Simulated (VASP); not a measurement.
Calculation: PBE GGA, VASP's PBE PAW potentials (set 64) (plane waves; VASP 6.6.1).

Input for VASP

KPOINTS:
```
Automatic mesh
0
Gamma
1 1 1
0 0 0
```

**POSCAR**
```
Pb26Te28
1.0
  0.0000000000   9.8416856329   9.8416856329
  9.8416856329   0.0000000000   9.8416856329
  9.8416856329   9.8416856329   0.0000000000
Te Pb
28 26
Direct
  0.0000000000   0.0000000000   0.0000000000
  0.0000000000   0.0000000000   0.3333330000
  0.0000000000   0.0000000000   0.6666670000
  0.0000000000   0.3333330000   0.0000000000
  0.0000000000   0.3333330000   0.3333330000
  1.0000000000   0.3333330000   0.6666670000
  0.0000000000   0.6666670000   0.0000000000
  0.0000000000   0.6666670000   0.3333330000
  1.0000000000   0.6666670000   0.6666670000
  0.3333330000   0.0000000000   0.0000000000
  0.3333330000   0.0000000000   0.3333330000
  0.3333330000   1.0000000000   0.6666670000
  0.3333330000   0.3333330000   0.0000000000
  0.3333330000   0.3333330000   0.3333330000
  0.4992080000   0.4985640000   0.5005030000
  0.3333330000   0.3333330000   0.6666670000
  0.3333330000   0.6666670000   0.0000000000
  0.3333330000   0.6666670000   0.3333330000
  0.3333330000   0.6666670000   0.6666670000
  0.6666670000   0.0000000000   0.0000000000
  0.6666670000   0.0000000000   0.3333330000
  0.6666670000   1.0000000000   0.6666670000
  0.6666670000   0.3333330000   0.0000000000
  0.6666670000   0.3333330000   0.3333330000
  0.6666670000   0.3333330000   0.6666670000
  0.6666670000   0.6666670000   0.0000000000
  0.6666670000   0.6666670000   0.3333330000
  0.6666670000   0.6666670000   0.6666670000
  0.1666670000   0.1666670000   0.1666670000
  0.1666670000   0.1666670000   0.5000000000
  0.1666670000   0.1666670000   0.8333330000
  0.1666670000   0.5000000000   0.1666670000
  0.1666670000   0.5000000000   0.5000000000
  0.1666670000   0.5000000000   0.8333330000
  0.1666670000   0.8333330000   0.1666670000
  0.1666670000   0.8333330000   0.5000000000
  0.1666670000   0.8333330000   0.8333330000
  0.5000000000   0.1666670000   0.1666670000
  0.5000000000   0.1666670000   0.5000000000
  0.5000000000   0.1666670000   0.8333330000
  0.5000000000   0.5000000000   0.1666670000
  0.5000000000   0.5000000000   0.8333330000
  0.5000000000   0.8333330000   0.1666670000
  0.5000000000   0.8333330000   0.5000000000
  0.5000000000   0.8333330000   0.8333330000
  0.8333330000   0.1666670000   0.1666670000
  0.8333330000   0.1666670000   0.5000000000
  0.8333330000   0.1666670000   0.8333330000
  0.8333330000   0.5000000000   0.1666670000
  0.8333330000   0.5000000000   0.5000000000
  0.8333330000   0.5000000000   0.8333330000
  0.8333330000   0.8333330000   0.1666670000
  0.8333330000   0.8333330000   0.5000000000
  0.8333330000   0.8333330000   0.8333330000
```

**INCAR**
```
! general
SYSTEM   =  Pb26Te28
PREC     =  Normal
ENCUT    =  400   ! plane-wave cut-off (eV)
LREAL    =  Auto   ! projection in real space or not
LASPH    =  .TRUE.   ! aspherical one-centre terms
ISYM     =  0

! electronic loop
EDIFF    =  1E-5   ! SCF stop (eV)
NELM     =  100   ! most electronic steps
NELMIN   =  4
ALGO     =  Fast
LMAXMIX  =  4

! smearing
ISMEAR   =  0
SIGMA    =  0.05   ! width (eV)

! functional
GGA      =  PE

! ions
IBRION   =  2   ! conjugate gradients
NSW      =  60
ISIF     =  2   ! forces and stress, cell fixed
EDIFFG   =  -0.03   ! ionic stop

! output
LWAVE    =  .FALSE.
LCHARG   =  .FALSE.
```

POTCAR, in this order: Te Pb (PBE.64 set). Program: vasp_gam.

The resulting files:

File OUTCAR:
```
 ion  position               nearest neighbor table
   1  0.000  0.000  0.000-  31 3.28  35 3.28  37 3.28  46 3.28  48 3.28  52 3.28
   2  0.000  0.000  0.333-  35 3.28  46 3.28  36 3.28  47 3.28  53 3.28  29 3.28
   3  0.000  0.000  0.667-  37 3.28  48 3.28  30 3.28  47 3.28  36 3.28  54 3.28
   4  0.000  0.333  0.000-  31 3.28  46 3.28  34 3.28  49 3.28  51 3.28  29 3.28
   5  0.000  0.333  0.333-  29 3.28  47 3.28  49 3.28  50 3.28  32 3.28  30 3.28
   6  0.000  0.333  0.667-  30 3.28  31 3.28  48 3.28  51 3.28  50 3.28  33 3.28
   7  0.000  0.667  0.000-  37 3.28  52 3.28  32 3.28  49 3.28  34 3.28  54 3.28
   8  0.000  0.667  0.333-  32 3.28  35 3.28  52 3.28  53 3.28  33 3.28  50 3.28
   9  0.000  0.667  0.667-  54 3.28  36 3.28  34 3.28  33 3.28  51 3.28  53 3.28
  10  0.333  0.000  0.000-  31 3.28  35 3.28  40 3.28  43 3.28  45 3.28  29 3.28
  11  0.333  0.000  0.333-  29 3.28  36 3.28  43 3.28  44 3.28  38 3.28  30 3.28
  12  0.333  0.000  0.667-  30 3.28  31 3.28  37 3.28  45 3.28  44 3.28  39 3.28
  13  0.333  0.333  0.000-  29 3.28  34 3.28  40 3.28  42 3.28  32 3.28  38 3.28
  14  0.333  0.333  0.333-  30 3.28  32 3.28  38 3.28  41 3.28  39 3.28  33 3.28
  15  0.499  0.499  0.501-  16 3.26  24 3.27  18 3.28  25 3.28  19 3.29  27 3.30
  16  0.333  0.333  0.667-  15 3.26  31 3.28  33 3.28  34 3.28  39 3.28  40 3.28
  17  0.333  0.667  0.000-  32 3.28  35 3.28  37 3.28  45 3.28  42 3.28  41 3.28
  18  0.333  0.667  0.333-  15 3.28  35 3.28  33 3.28  36 3.28  41 3.28  43 3.28
  19  0.333  0.667  0.667-  37 3.28  36 3.28  34 3.28  42 3.28  44 3.28  15 3.29
  20  0.667  0.000  0.000-  48 3.28  52 3.28  43 3.28  38 3.28  40 3.28  54 3.28
  21  0.667  0.000  0.333-  38 3.28  46 3.28  52 3.28  53 3.28  44 3.28  39 3.28
  22  0.667  0.000  0.667-  54 3.28  47 3.28  40 3.28  39 3.28  45 3.28  53 3.28
  23  0.667  0.333  0.000-  38 3.28  46 3.28  48 3.28  51 3.28  42 3.28  41 3.28
  24  0.667  0.333  0.333-  15 3.27  46 3.28  41 3.28  39 3.28  47 3.28  49 3.28
...
```

### OSZICAR
```
...
  31 F= -.20229601E+03 E0= -.20229456E+03  d E =-.400220E-01
       N       E                     dE             d eps       ncg     rms          rms(c)
DAV:   1    -0.202263476007E+03    0.32531E-01   -0.88939E+00   328   0.459E+00    0.159E+00
RMM:   2    -0.202305416676E+03   -0.41941E-01   -0.48164E-01   328   0.104E+00    0.451E-01
RMM:   3    -0.202314457539E+03   -0.90409E-02   -0.85009E-02   358   0.420E-01    0.441E-01
RMM:   4    -0.202314973882E+03   -0.51634E-03   -0.11075E-02   360   0.167E-01    0.293E-01
RMM:   5    -0.202314754803E+03    0.21908E-03   -0.17429E-03   332   0.745E-02    0.114E-01
RMM:   6    -0.202314817360E+03   -0.62556E-04   -0.76876E-04   333   0.458E-02    0.564E-02
RMM:   7    -0.202314795645E+03    0.21715E-04   -0.26784E-04   315   0.260E-02    0.234E-02
RMM:   8    -0.202314806129E+03   -0.10484E-04   -0.98788E-05   288   0.131E-02    0.230E-02
RMM:   9    -0.202314805553E+03    0.57545E-06   -0.99851E-06   192   0.546E-03
  32 F= -.20231481E+03 E0= -.20231481E+03  d E =-.588191E-01
       N       E                     dE             d eps       ncg     rms          rms(c)
DAV:   1    -0.202312365568E+03    0.24406E-02   -0.69074E-01   336   0.129E+00    0.421E-01
RMM:   2    -0.202315638487E+03   -0.32729E-02   -0.38417E-02   328   0.290E-01    0.126E-01
RMM:   3    -0.202316381065E+03   -0.74258E-03   -0.69900E-03   359   0.118E-01    0.118E-01
RMM:   4    -0.202316406829E+03   -0.25765E-04   -0.79939E-04   342   0.464E-02    0.734E-02
RMM:   5    -0.202316389159E+03    0.17671E-04   -0.18691E-04   303   0.226E-02    0.298E-02
RMM:   6    -0.202316391768E+03   -0.26094E-05   -0.61698E-05   258   0.123E-02
  33 F= -.20231639E+03 E0= -.20231639E+03  d E =-.604053E-01
       N       E                     dE             d eps       ncg     rms          rms(c)
DAV:   1    -0.202341822355E+03   -0.25433E-01   -0.99942E-01   328   0.145E+00    0.355E-01
RMM:   2    -0.202346417664E+03   -0.45953E-02   -0.50096E-02   329   0.314E-01    0.141E-01
RMM:   3    -0.202347135536E+03   -0.71787E-03   -0.70356E-03   352   0.126E-01    0.101E-01
RMM:   4    -0.202347176312E+03   -0.40776E-04   -0.95766E-04   351   0.501E-02    0.602E-02
RMM:   5    -0.202347170811E+03    0.55006E-05   -0.19269E-04   293   0.239E-02    0.221E-02
RMM:   6    -0.202347176198E+03   -0.53865E-05   -0.56197E-05   241   0.119E-02
  34 F= -.20234718E+03 E0= -.20234718E+03  d E =-.307844E-01
       N       E                     dE             d eps       ncg     rms          rms(c)
DAV:   1    -0.202356020227E+03   -0.88494E-02   -0.64337E+00   328   0.366E+00    0.986E-01
RMM:   2    -0.202386195142E+03   -0.30175E-01   -0.32927E-01   329   0.804E-01    0.377E-01
RMM:   3    -0.202390842686E+03   -0.46475E-02   -0.45403E-02   353   0.321E-01    0.262E-01
RMM:   4    -0.202391197852E+03   -0.35517E-03   -0.69261E-03   359   0.128E-01    0.157E-01
RMM:   5    -0.202391151054E+03    0.46799E-04   -0.12053E-03   335   0.603E-02    0.646E-02
RMM:   6    -0.202391185892E+03   -0.34838E-04   -0.35758E-04   345   0.305E-02    0.330E-02
RMM:   7    -0.202391189090E+03   -0.31982E-05   -0.73910E-05   259   0.135E-02
  35 F= -.20239119E+03 E0= -.20239119E+03  d E =-.747973E-01
       N       E                     dE             d eps       ncg     rms          rms(c)
DAV:   1    -0.202388584915E+03    0.26010E-02   -0.94084E-01   352   0.140E+00    0.385E-01
RMM:   2    -0.202392858852E+03   -0.42739E-02   -0.47077E-02   329   0.304E-01    0.156E-01
RMM:   3    -0.202393514677E+03   -0.65582E-03   -0.63733E-03   351   0.122E-01    0.979E-02
RMM:   4    -0.202393587676E+03   -0.73000E-04   -0.10940E-03   352   0.498E-02    0.581E-02
RMM:   5    -0.202393584116E+03    0.35606E-05   -0.18125E-04   288   0.233E-02    0.241E-02
RMM:   6    -0.202393589843E+03   -0.57268E-05   -0.55054E-05   241   0.119E-02
  36 F= -.20239359E+03 E0= -.20239359E+03  d E =-.771981E-01
       N       E                     dE             d eps       ncg     rms          rms(c)
DAV:   1    -0.202406879906E+03   -0.13296E-01   -0.46353E-01   336   0.109E+00    0.393E-01
RMM:   2    -0.202409193463E+03   -0.23136E-02   -0.28220E-02   328   0.255E-01    0.145E-01
RMM:   3    -0.202409749006E+03   -0.55554E-03   -0.54482E-03   366   0.102E-01    0.124E-01
RMM:   4    -0.202409727552E+03    0.21454E-04   -0.47737E-04   328   0.401E-02    0.697E-02
RMM:   5    -0.202409731387E+03   -0.38349E-05   -0.25576E-04   314   0.239E-02    0.208E-02
RMM:   6    -0.202409728377E+03    0.30101E-05   -0.44458E-05   242   0.112E-02
  37 F= -.20240973E+03 E0= -.20240973E+03  d E =-.161385E-01
       N       E                     dE             d eps       ncg     rms          rms(c)
DAV:   1    -0.202415226228E+03   -0.54948E-02   -0.19283E+00   336   0.222E+00    0.787E-01
RMM:   2    -0.202424937490E+03   -0.97113E-02   -0.11846E-01   328   0.522E-01    0.296E-01
RMM:   3    -0.202427290242E+03   -0.23528E-02   -0.22872E-02   364   0.209E-01    0.253E-01
RMM:   4    -0.202427208976E+03    0.81266E-04   -0.21211E-03   334   0.828E-02    0.142E-01
RMM:   5    -0.202427227068E+03   -0.18092E-04   -0.10333E-03   333   0.482E-02    0.397E-02
RMM:   6    -0.202427213858E+03    0.13209E-04   -0.20136E-04   326   0.237E-02    0.329E-02
RMM:   7    -0.202427208798E+03    0.50604E-05   -0.56356E-05   244   0.111E-02
  38 F= -.20242721E+03 E0= -.20242721E+03  d E =-.336190E-01
       N       E                     dE             d eps       ncg     rms          rms(c)
DAV:   1    -0.202358225929E+03    0.68988E-01   -0.76778E+00   328   0.442E+00    0.150E+00
RMM:   2    -0.202396589988E+03   -0.38364E-01   -0.46944E-01   328   0.104E+00    0.590E-01
RMM:   3    -0.202406084358E+03   -0.94944E-02   -0.91794E-02   365   0.422E-01    0.511E-01
RMM:   4    -0.202405686865E+03    0.39749E-03   -0.83716E-03   333   0.166E-01    0.291E-01
RMM:   5    -0.202405780246E+03   -0.93381E-04   -0.43165E-03   335   0.969E-02    0.800E-02
RMM:   6    -0.202405729984E+03    0.50263E-04   -0.78931E-04   358   0.475E-02    0.661E-02
RMM:   7    -0.202405706568E+03    0.23416E-04   -0.23165E-04   321   0.217E-02    0.415E-02
RMM:   8    -0.202405707496E+03   -0.92893E-06   -0.56502E-05   254   0.105E-02
  39 F= -.20240571E+03 E0= -.20240571E+03  d E =-.121177E-01
       N       E                     dE             d eps       ncg     rms          rms(c)
DAV:   1    -0.202403688467E+03    0.20181E-02   -0.43689E+00   328   0.334E+00    0.115E+00
RMM:   2    -0.202425243675E+03   -0.21555E-01   -0.26100E-01   328   0.780E-01    0.444E-01
RMM:   3    -0.202430218802E+03   -0.49751E-02   -0.48475E-02   363   0.311E-01    0.395E-01
RMM:   4    -0.202430101300E+03    0.11750E-03   -0.46785E-03   334   0.123E-01    0.216E-01
RMM:   5    -0.202430164228E+03   -0.62928E-04   -0.20249E-03   335   0.699E-02    0.599E-02
RMM:   6    -0.202430133275E+03    0.30953E-04   -0.42413E-04   349   0.343E-02    0.487E-02
RMM:   7    -0.202430126733E+03    0.65415E-05   -0.12282E-04   297   0.160E-02    0.307E-02
RMM:   8    -0.202430128672E+03   -0.19390E-05   -0.21030E-05   206   0.765E-03
  40 F= -.20243013E+03 E0= -.20243013E+03  d E =-.365388E-01
       N       E                     dE             d eps       ncg     rms          rms(c)
DAV:   1    -0.202434510393E+03   -0.43837E-02   -0.31798E-01   336   0.907E-01    0.361E-01
RMM:   2    -0.202435907126E+03   -0.13967E-02   -0.21338E-02   330   0.220E-01    0.137E-01
RMM:   3    -0.202436213707E+03   -0.30658E-03   -0.37182E-03   361   0.861E-02    0.120E-01
RMM:   4    -0.202436227250E+03   -0.13543E-04   -0.37627E-04   343   0.323E-02    0.727E-02
RMM:   5    -0.202436228794E+03   -0.15445E-05   -0.11358E-04   305   0.182E-02    0.113E-02
RMM:   6    -0.202436228191E+03    0.60347E-06   -0.26833E-05   216   0.880E-03
  41 F= -.20243623E+03 E0= -.20243623E+03  d E =-.609952E-02
```

OUTCAR:
```
------------------------ aborting loop because EDIFF is reached ----------------------------------------
  FORCE on cell =-STRESS in cart. coord.  units (eV):
  Direction    XX          YY          ZZ          XY          YZ          ZX
  --------------------------------------------------------------------------------------
  Total       -7.8798003     13.2553321     -8.0958159      0.0176973     -0.0012381      0.0017627
  in kB       -6.6219719     11.1394240     -6.8035056      0.0148723     -0.0010404      0.0014813
  external PRESSURE =      -0.7620178 kB  Pullay stress =       0.0000000 kB
  volume of cell :     1906.51
      direct lattice vectors                 reciprocal lattice vectors
     0.000000000  9.841685633  9.841685633    -0.050804305  0.050804305  0.050804305
     9.841685633  0.000000000  9.841685633     0.050804305 -0.050804305  0.050804305
     9.841685633  9.841685633  0.000000000     0.050804305  0.050804305 -0.050804305
  FREE ENERGIE OF THE ION-ELECTRON SYSTEM (eV)
  ---------------------------------------------------
  free  energy   TOTEN  =      -202.4362281908 eV

  energy  without entropy=     -202.4362281908  energy(sigma->0) =     -202.43622819

 reached required accuracy - stopping structural energy minimisation
```
(Selected blocks of OUTCAR.)

### CONTCAR
```
Pb26Te28
   1.00000000000000
     0.0000000000000000    9.8416856329000009    9.8416856329000009
     9.8416856329000009    0.0000000000000000    9.8416856329000009
     9.8416856329000009    9.8416856329000009    0.0000000000000000
  Te              Pb
    28    26
Direct
     0.0000697604206081    0.9999625409420427    0.9999491536518904
     0.9981481047785153    0.0018327984184084    0.3333226231775522
     0.0017948137971164    0.9981310858118623    0.6667208802048175
     0.0000086330004148    0.3317004616186337    0.9999852024810367
     0.9995552021930935    0.3341144786514491    0.3326167927845726
     0.0018232932431227    0.3335827876877354    0.6664969339389372
     0.9999129773286232    0.6681886942669678    0.9999740482031968
     0.9980480498322433    0.6665198240636293    0.3335469920981752
     0.0002497043317906    0.6661097619333531    0.6675020470314128
     0.3333903444129541    0.0019058093007907    0.9981967999970622
     0.3337584898833484    0.9997628074872050    0.3339672660860467
     0.3318121601399909    0.9998970017129244    0.6681016233999839
     0.3324652732833226    0.3339658527253327    0.9997207477977460
     0.3337511987691825    0.3326146865346077    0.3339782621161835
     0.5000768597704009    0.4997566140420795    0.4999164891204396
     0.3447447828542951    0.3446547602849871    0.6551558459344238
     0.3333113489164106    0.6666199813294252    0.9980557456689355
     0.3225682813423468    0.6773314714733909    0.3224686895407946
     0.3448537515362051    0.6548471887932573    0.6552250407728534
     0.6664117515338621    0.9981181826011780    0.0019440769277446
     0.6681408748938873    0.0000289186648760    0.3318115759697802
     0.6659083135463663    0.0004275464954915    0.6662103938526965
     0.6667081169391837    0.3332234454364904    0.0019498720702989
     0.6549953680423963    0.3449430372457105    0.3449888738109925
     0.6774768697609236    0.3225069973411158    0.6774781056523370
     0.6674074320206987    0.6662417847305816    0.0004051206958261
     0.6546168746054366    0.6546080687021986    0.3452098552230122
     0.6660241649586928    0.6675606647531324    0.6662562084437563
     0.1676763725703560    0.1648181846882427    0.1676221419893631
     0.1648457571576022    0.1675973367787064    0.4998110280720194
     0.1687399921731694    0.1684757307983754    0.8312841942481245
     0.1676458074315791    0.4997617940865680    0.1677119101151279
     0.1672650174727805    0.5056455476250923    0.4944758586325931
     0.1655260638068968    0.5003368235356043    0.8344794793821846
     0.1668629633851589    0.8331924748910898    0.1666960801924453
     0.1676122908938810    0.8323407141006940    0.4947363743754333
     0.1669102010346662    0.8329609253896086    0.8329323598006583
     0.4997689886504364    0.1676297290348085    0.1649168754606206
     0.5004372788248396    0.1652726136486435    0.4996163931166377
     0.5056583661507870    0.1671941691743320    0.8328298022166430
     0.4945974007693944    0.5053446408499788    0.1674934533423387
     0.5054031206304842    0.4946392996939513    0.8323616189234025
     0.4945163281709901    0.8326758815758835    0.1673803232739843
     0.4996916229732380    0.8343198481566515    0.5003276297517552
     0.5001163177081509    0.8322491990174540    0.8351933931007866
     0.8330033249331633    0.1669725992041909    0.1669163519465250
     0.8324106396067213    0.1674499978029760    0.5053759762612683
     0.8332508923888953    0.1671335636700296    0.8331532992597083
     0.8346349350444427    0.4995735375590207    0.1654848606138183
     0.8325390662348544    0.4944981205770036    0.5056480406992335
     0.8323644383909097    0.5001295922831525    0.8323438650908807
     0.8321868803930328    0.8317631076872939    0.1679959586012044
     0.8352037041432177    0.8323511999284364    0.5001738146534603
     0.8323074329249240    0.8350801151933566    0.8323866502272810
```

The supercell is sampled at Γ alone, which is coarse: total energies, pressure and levels can be off, energies of defects by several tenths of an eV.

The cell is a supercell with a defect, built from a database entry that may be metastable or hypothetical: Te_Pb. The run is not spin-polarised, so no state with unpaired spins was tried.
